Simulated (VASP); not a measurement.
A calculation with VASP 6.6.1 of MnCuAs (ASE script, Cartesian positions):

Contents of run.py:

```python
from ase.calculators.vasp import Vasp
from ase.dft.bandgap import bandgap
from ase.io import read

atoms = read('MnCuAs.xyz')
atoms.set_initial_magnetic_moments([0.0, 0.0, 0.6, 0.6, 4.0, 4.0])
calc = Vasp(
    directory='calc',
    xc='rpbe',
    pp='PBE',
    setups='recommended',
    pp_version='54',
    prec='Accurate',
    encut=520,
    ediff=1e-06,
    ismear=0,
    sigma=0.05,
    lreal=False,
    lasph=True,
    nelm=120,
    algo='Normal',
    isif=2,
    lwave=False,
    lcharg=True,
    ispin=2,
    lorbit=11,
    lmaxmix=4,
    lelf=True,
    lvhar=True,
    kpts=[7, 7, 4],
    gamma=True,
)
atoms.calc = calc

print('energy (eV):', atoms.get_potential_energy())
print('free energy (eV):', atoms.get_potential_energy(force_consistent=True))
print('forces (eV/A):')
print(atoms.get_forces())
print('stress (eV/A^3, Voigt):', atoms.get_stress())
print('Fermi level (eV):', calc.get_fermi_level())
print('moment (muB):', atoms.get_magnetic_moment())
print('site moments (muB):', atoms.get_magnetic_moments())
gap, top, bottom = bandgap(calc)
print('band gap (eV):', gap, 'from (spin, k, band)', top, 'to', bottom)
```

File MnCuAs.xyz:

```xyz
6
Lattice="3.6994910000 0.0000000000 0.0000000000 0.0000000000 3.6994910000 0.0000000000 0.0000000000 0.0000000000 6.4084220000" Properties=species:S:1:pos:R:3 pbc="T T T"
As     1.8497455000      0.0000000000      1.4339100562
As     0.0000000000      1.8497455000      4.9745119438
Cu     1.8497455000      1.8497455000      3.2042110000
Cu     0.0000000000      0.0000000000      3.2042110000
Mn     1.8497455000      0.0000000000      5.3573126236
Mn     0.0000000000      1.8497455000      1.0511093764
```

Potentials or basis: VASP PAW PBE potentials, release 54 (As, Cu, Mn_pv).

The run is started by

```console
$ python run.py
```

The cell is a database's computed one.

Task: Write the same calculation in another form: native input, structure from a POSCAR.

Result: As run:

INCAR

```
SYSTEM = MnCuAs
PREC = Accurate
ENCUT = 520
EDIFF = 1E-6
ISMEAR = 0
SIGMA = 0.05
LREAL = .False.
LASPH = .True.
NELM = 150
ALGO = Fast
ISIF = 2
LWAVE = .False.
LCHARG = .True.
ISPIN = 2
MAGMOM = 0 0 0.6 0.6 4 4
LORBIT = 11
LMAXMIX = 4
GGA = RP
LELF = .True.
LVHAR = .True.
```

The input KPOINTS:

```
Automatic mesh
0
Gamma
  7 7 4
  0 0 0
```

POSCAR

```
MnCuAs
3.6995
    0.999997567239      0.000000000000      0.000000000000
    0.000000000000      0.999997567239      0.000000000000
    0.000000000000      0.000000000000      1.732240032437
As Cu Mn
2 2 2
Direct
    0.5000000000      0.0000000000      0.2237540000
    0.0000000000      0.5000000000      0.7762460000
    0.5000000000      0.5000000000      0.5000000000
    0.0000000000      0.0000000000      0.5000000000
    0.5000000000      0.0000000000      0.8359800000
    0.0000000000      0.5000000000      0.1640200000
```

Potentials or basis: VASP PAW PBE potentials, release 54 (As, Cu, Mn_pv).

The run is started by

```bash
$ cat potpaw_PBE.54/As/POTCAR potpaw_PBE.54/Cu/POTCAR potpaw_PBE.54/Mn_pv/POTCAR > POTCAR
$ mpirun -np 1 vasp_std > vasp.out
```

Both were run:

|  | ASE script, Cartesian positions | native input, structure from a POSCAR |
| --- | --- | --- |
| Pressure | 4.2 GPa | 4.1 GPa |
| Largest force | 0.074 eV/Å | 0.074 eV/Å |
| Band gap on the k mesh | none (metal or under the smearing width) | none (metal or under the smearing width) |
| Net moment | 7.28 μB per cell | 7.28 μB per cell |
| Site moments | As -0.03; Cu +0.03; Mn +3.54 μB | As -0.03; Cu +0.03; Mn +3.54 μB |
| Valence electrons inside the program's atomic spheres | As 2.81; Cu 9.98; Mn 11.51 | As 2.81; Cu 9.98; Mn 11.51 |

Keys that steer only the numerical path or the files written may differ.

Caveat: the PAW data sets were made with another functional, which shifts forces and pressure a little; only a ferromagnetic start was run, and an antiferromagnetic order may lie lower in energy.
